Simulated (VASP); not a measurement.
# SrW (R-3m) in VASP: equation of state, part 2 of 2

VASP 6.6.1. Earlier steps stand in the parts before.

## Step 6: Equation of state, PBE, 23.68 Å³/atom (volume scaled by 1.04)

INCAR reads:

```
ALGO = Normal
EDIFF = 1E-7
ENCUT = 520
GGA = PE
ISIF = 2
ISMEAR = -1
LASPH = True
LCHARG = False
LREAL = False
LWAVE = False
NBANDS = 19
NELM = 60
PREC = Accurate
SIGMA = 0.05
```

KPOINTS reads:

```
k-points
0
Gamma
  10 10 10
```

POSCAR reads:

```
SrW
1.0
    1.5484216485      0.8939814631      5.7030945473
   -1.5484216485      0.8939814631      5.7030945473
    0.0000000000     -1.7879629263      5.7030945473
Sr W
1 1
Direct
    0.5000000000      0.5000000000      0.5000000000
    0.0000000000      0.0000000000      0.0000000000
```

Potentials or basis: VASP PAW PBE potentials, release 64 (Sr_sv, W_sv).

Started as:

```bash
cat potpaw_PBE.64/Sr_sv/POTCAR potpaw_PBE.64/W_sv/POTCAR > POTCAR
mpirun -np 1 vasp_std > vasp.out
```

OUTCAR:

```text
EDIFF = 1E-7
   ENCUT = 520
   GGA = PE
   ISIF = 2
   ISMEAR = -1
   LASPH = True
   LREAL = False
   NELM = 60
   PREC = Accurate

 Found    116 irreducible k-points:

 Following reciprocal coordinates:
            Coordinates               Weight
  0.000000  0.000000  0.000000      1.000000
  0.100000  0.000000  0.000000      6.000000
  0.200000  0.000000  0.000000      6.000000
  0.300000  0.000000 -0.000000      6.000000
  0.400000  0.000000 -0.000000      6.000000
  0.500000  0.000000  0.000000      3.000000
   k-points           NKPTS =    116   k-points in BZ     NKDIM =    116   number of bands    NBANDS=     19
   number of dos      NEDOS =    301   number of ions     NIONS =      2
   total plane-waves  NPLWV = 110592
   dimension x,y,z NGX =    48 NGY =   48 NGZ =   48
   dimension x,y,z NGXF=    96 NGYF=   96 NGZF=   96
   ions per type =               1   1
   NGX,Y,Z   is equivalent  to a cutoff of  13.35, 13.35, 13.35 a.u.
   NGXF,Y,Z  is equivalent  to a cutoff of  26.70, 26.70, 26.70 a.u.
 SYSTEM =  unknown system
   PREC   = accura    normal or accurate (medium, high low for compatibility)
   ISTART =      0    job   : 0-new  1-cont  2-samecut
   ICHARG =      2    charge: 1-file 2-atom 10-const
   ISPIN  =      1    spin polarized calculation?
   LNONCOLLINEAR =      F non collinear calculations
   LSORBIT =      F    spin-orbit coupling
   LASPH  =      T    aspherical Exc in radial PAW
   ENCUT  =  520.0 eV  38.22 Ry    6.18 a.u.  11.11 11.11 11.11*2*pi/ulx,y,z
   NELM   =     60;   NELMIN=  2; NELMDL= -5     # of ELM steps
   EDIFF  = 0.1E-06   stopping-criterion for ELM
   LREAL  =      F    real-space projection
   EDIFFG = 0.1E-05   stopping-criterion for IOM
   NSW    =      0    number of steps for IOM
   IBRION =     -1    ionic relax: 0-MD 1-quasi-New 2-CG
   NFREE  =      0    steps in history (QN), initial steepest desc. (CG)
   ISIF   =      2    stress and relaxation
   ISYM   =      2    0-nonsym 1-usesym 2-fastsym
   POTIM  = 0.5000    time-step for ionic-motion
   TEBEG  =    0.0;   TEEND  =   0.0 temperature during run
   PSTRESS=    0.0 pullay stress
   NELECT =      24.0000    total number of electrons
   NUPDOWN=      -1.0000    fix difference up-down
   EMIN   =  10.00;   EMAX   =-10.00  energy-range for DOS
   EFERMI =   0.00;   METHOD = LEGACY
   ISMEAR =    -1;   SIGMA  =   0.05  broadening in eV -4-tet -1-fermi 0-gaus
   EFERMI_NEDOS =   21; number of points for ismear=-14 and -15
   IALGO  =     38    algorithm
   IMIX   =      4    mixing-type and parameters
     AMIX     =   0.40;   BMIX     =  1.00
     AMIX_MAG =   1.60;   BMIX_MAG =  1.00
  volume/ion in A,a.u.               =      23.68       159.83
  Fermi-wavevector in a.u.,A,eV,Ry     =   1.305125  2.466328 23.175495  1.703351
  Thomas-Fermi vector in A             =   2.436015
   LORBIT       =      0    0 simple, 1 ext, 2 COOP (PROOUT), +10 PAW based schemes
   GGA     = PE    functional components
   LHFCALC =     F    Hartree Fock is set to
   AEXX    =    0.0000 exact exchange contribution
   IVDW    =     0    specifies the selected vdW correction
   LEPSILON=     F    determine dielectric tensor
   LRPA    =     F    only Hartree local field effects (RPA)
 non-spin polarized calculation
  energy-cutoff  :      520.00
  volume of cell :       47.37
 maximum number of plane-waves:      1290
 NGX is ok and might be reduce to    48
   NGX = 23   NGY = 23   NGZ = 23

 number of electron      23.9999999 magnetization

 Free energy of the ion-electron system (eV)
  ---------------------------------------------------
  ext. energy  EPLUGINS =         0.00000000
  ---------------------------------------------------
  free energy    TOTEN  =       -11.48612825 eV

  energy without entropy =      -11.47195990  energy(sigma->0) =      -11.47904407

 E-fermi :   5.8034     XC(G=0): -10.9360

 val. band max:        5.7934099259   @ k =   0.2000   0.2000   0.2000
 cond. band min:       5.8204005656   @ k =   0.5000   0.1000   0.0000
 fundamental gap:      0.0269906397
 Fermi energy:         5.8034164351

 k-point     1 :       0.0000    0.0000    0.0000
  band No.  band energies     occupation
      1     -68.1638      2.00000
      2     -32.3417      2.00000
      3     -32.0500      2.00000
      4     -32.0500      2.00000
      5     -29.9180      2.00000
      6     -11.7892      2.00000
[... 11 lines left out ...]
     18       9.9034      0.00000
     19      13.9300      0.00000
[... 89 lines left out ...]
 k-point     6 :       0.5000    0.0000    0.0000
  band No.  band energies     occupation
      1     -68.1418      2.00000
      2     -32.4157      2.00000
      3     -32.2917      2.00000
      4     -32.1395      2.00000
      5     -29.4726      2.00000
      6     -13.2674      2.00000
[... 11 lines left out ...]
     18      11.7926      0.00000
     19      13.1550      0.00000

 [... further k-points ...]

------------------------ aborting loop because EDIFF is reached ----------------------------------------

  FORCE on cell =-STRESS in cart. coord.  units (eV):
  Direction    XX          YY          ZZ          XY          YZ          ZX
  --------------------------------------------------------------------------------------
  -------------------------------------------------------------------------------------
  Total       -0.7617105     -0.7617102     -0.9020011     -0.0000000      0.0000000      0.0000000
  in kB      -25.7644553    -25.7644442    -30.5097100     -0.0000000      0.0000000      0.0000000
  external PRESSURE =     -27.3462032 kB  Pullay stress =       0.0000000 kB

 VOLUME and BASIS-vectors are now :
 -----------------------------------------------------------------------------
  energy-cutoff  :      520.00
  volume of cell :       47.37
      direct lattice vectors                 reciprocal lattice vectors
     1.548421648  0.893981463  5.703094547     0.322909461  0.186431904  0.058447801
    -1.548421648  0.893981463  5.703094547    -0.322909461  0.186431904  0.058447801
     0.000000000 -1.787962926  5.703094547     0.000000000 -0.372863809  0.058447801

 POSITION                                       TOTAL-FORCE (eV/Angst)
 -----------------------------------------------------------------------------------
      0.00000     -0.00000      8.55464         0.000000     -0.000000     -0.000000
      0.00000      0.00000      0.00000         0.000000      0.000000      0.000000
 -----------------------------------------------------------------------------------
    total drift:                                0.000000      0.000000     -0.000000

  FREE ENERGIE OF THE ION-ELECTRON SYSTEM (eV)
  ---------------------------------------------------
  free  energy   TOTEN  =       -11.4861282488 eV

  energy  without entropy=      -11.4719598962  energy(sigma->0) =      -11.47904407
```

OSZICAR:

```text
N       E                     dE             d eps       ncg     rms          rms(c)
DAV:   1     0.178488302752E+03    0.17849E+03   -0.12489E+04  4408   0.129E+03
DAV:   2    -0.495083767216E+01   -0.18344E+03   -0.17989E+03  5204   0.352E+02
DAV:   3    -0.129288141069E+02   -0.79780E+01   -0.78756E+01  6608   0.614E+01
DAV:   4    -0.132127511083E+02   -0.28394E+00   -0.28326E+00  5796   0.889E+00
DAV:   5    -0.132194317156E+02   -0.66806E-02   -0.66799E-02  5805   0.112E+00    0.365E+01
DAV:   6    -0.125998222544E+02    0.61961E+00   -0.33084E+01  5128   0.254E+01    0.500E+00
DAV:   7    -0.115763977778E+02    0.10234E+01   -0.65259E+00  5150   0.793E+00    0.105E+01
DAV:   8    -0.115152505236E+02    0.61147E-01   -0.42156E-01  6111   0.397E+00    0.331E+00
DAV:   9    -0.114860712993E+02    0.29179E-01   -0.17720E-01  4978   0.102E+00    0.112E+00
DAV:  10    -0.114874913282E+02   -0.14200E-02   -0.77515E-03  4930   0.544E-01    0.433E-01
DAV:  11    -0.114863472964E+02    0.11440E-02   -0.16163E-02  5268   0.297E-01    0.127E-01
DAV:  12    -0.114861305785E+02    0.21672E-03   -0.13329E-03  5464   0.103E-01    0.848E-02
DAV:  13    -0.114861366197E+02   -0.60412E-05   -0.82959E-05  5412   0.307E-02    0.229E-02
DAV:  14    -0.114861293747E+02    0.72450E-05   -0.76563E-05  5049   0.181E-02    0.221E-02
DAV:  15    -0.114861285019E+02    0.87287E-06   -0.17509E-06  5054   0.540E-03    0.802E-03
DAV:  16    -0.114861282950E+02    0.20686E-06   -0.32784E-07  3946   0.211E-03    0.310E-03
DAV:  17    -0.114861282488E+02    0.46168E-07   -0.13943E-07  2662   0.114E-03
   1 F= -.11486128E+02 E0= -.11479044E+02  d E =-.141684E-01
```

Wall time 4.3 min (1 thread of AMD EPYC 9R45 (Zen 5), shared host); peak memory 0.35 GiB.

Results:

```
Free energy            : -11.4861 eV
Pressure               : -2.7 GPa
Band gap on the k mesh : none (metal or under the smearing width)
```

## Step 7: Equation of state, PBE, 24.14 Å³/atom (volume scaled by 1.06)

INCAR reads:

```
PREC = Accurate
ENCUT = 520
EDIFF = 1E-7
ISMEAR = -1
SIGMA = 0.05
LREAL = False
LASPH = True
NELM = 100
ALGO = Normal
ISIF = 2
LWAVE = False
LCHARG = False
GGA = PE
NBANDS = 19
```

KPOINTS reads:

```
Automatic mesh
0
Gamma
  10 10 10
```

POSCAR reads:

```
SrW
1.0
    1.5582844726      0.8996757661      5.7394209697
   -1.5582844726      0.8996757661      5.7394209697
    0.0000000000     -1.7993515322      5.7394209697
Sr W
1 1
Direct
    0.5000000000      0.5000000000      0.5000000000
    0.0000000000      0.0000000000      0.0000000000
```

Started as:

```bash
cat potpaw_PBE.64/Sr_sv/POTCAR potpaw_PBE.64/W_sv/POTCAR > POTCAR
mpirun -np 1 vasp_std > vasp.out
```

Wall time 4.4 min (1 thread of AMD EPYC 9R45 (Zen 5), shared host); peak memory 0.35 GiB.

The run converged. Its results:

```
Free energy            : -11.4671 eV
Pressure               : -4.0 GPa
Band gap on the k mesh : none (metal or under the smearing width)
```

## Step 8: Equation of state, PBE

Potentials or basis: VASP PAW PBE potentials, release 64 (Sr_sv, W_sv).

This step only gathers the single runs of the series.

Results:

```
Equilibrium volume                        : 22.87 Å³/atom
Bulk modulus at fixed shape and positions : 83 GPa
Pressure derivative of the bulk modulus   : 4.3
```

Energy against volume, from the lowest point:
| volume (Å³/atom) | energy (meV/atom) |
| --- | --- |
| 21.406 | 26.92 |
| 21.862 | 12.22 |
| 22.317 | 3.44 |
| 22.773 | 0.00 |
| 23.228 | 1.35 |
| 23.684 | 7.01 |
| 24.139 | 16.54 |

Caveat: the cell was scaled at fixed shape and fractional positions, which overstates the stiffness of a crystal with free parameters, most of all of layers and chains. Spin-orbit coupling is left out, which matters for the levels of W.
